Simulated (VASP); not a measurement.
An input for Quantum ESPRESSO's pw.x (written as the equivalent of a VASP run, and not itself run):

```
&CONTROL
  calculation = 'scf'
  pseudo_dir = './pseudo'
  outdir = './out'
  tprnfor = .true.
  tstress = .true.
/
&SYSTEM
  ibrav = 0
  nat = 2
  ntyp = 2
  ecutwfc = 84
  occupations = 'smearing'
  smearing = 'methfessel-paxton'
  degauss = 0.00735
  input_dft = 'vdw-df-ob86'
/
&ELECTRONS
  conv_thr = 7.3e-09
  electron_maxstep = 100
/
ATOMIC_SPECIES
  Zn 65.380 Zn.upf
  Au 196.967 Au.upf
CELL_PARAMETERS angstrom
     3.1584972    0.0000000    0.0000000
     0.0000000    3.1584972    0.0000000
     0.0000000    0.0000000    3.1584972
ATOMIC_POSITIONS crystal
  Zn   0.5000000  0.5000000  0.5000000
  Au   0.0000000  0.0000000  0.0000000
K_POINTS automatic
  12 12 12 0 0 0
```

Question: Write the VASP files for the same calculation (optB86b-vdW).

Answer: Several could match; the one computed here: 
INCAR:
```
AGGAC = 0.0
ALGO = Normal
EDIFF = 1E-7
ENCUT = 520
GGA = MK
ISIF = 2
ISMEAR = 1
LASPH = .TRUE.
LCHARG = .FALSE.
LMAXMIX = 6
LREAL = .FALSE.
LUSE_VDW = .TRUE.
LWAVE = .FALSE.
NELM = 100
PARAM1 = 0.1234
PARAM2 = 1.0
PREC = Accurate
SIGMA = 0.1
SYSTEM = AuZn
```

**POSCAR**
```
AuZn
1
    3.1584971977     0.0000000000     0.0000000000
    0.0000000000     3.1584971977     0.0000000000
    0.0000000000     0.0000000000     3.1584971977
Zn Au
1 1
Direct
  0.5000000000   0.5000000000   0.5000000000
  0.0000000000   0.0000000000   0.0000000000
```

### KPOINTS
```
kpoints
0
gamma
 12 12 12
```

POTCAR, in this order: Zn Au (PBE.64 set). Program: vasp_std.

Limits of the translation: the potentials are each code's own (VASP's PAW set, PseudoDojo norm-conserving files in pw.x), so ENCUT and ecutwfc are chosen apart and not converted; conv_thr bounds pw.x's estimated SCF error, while EDIFF bounds the energy change between steps.

The compound is AuZn in the CsCl type structure. It was relaxed first.
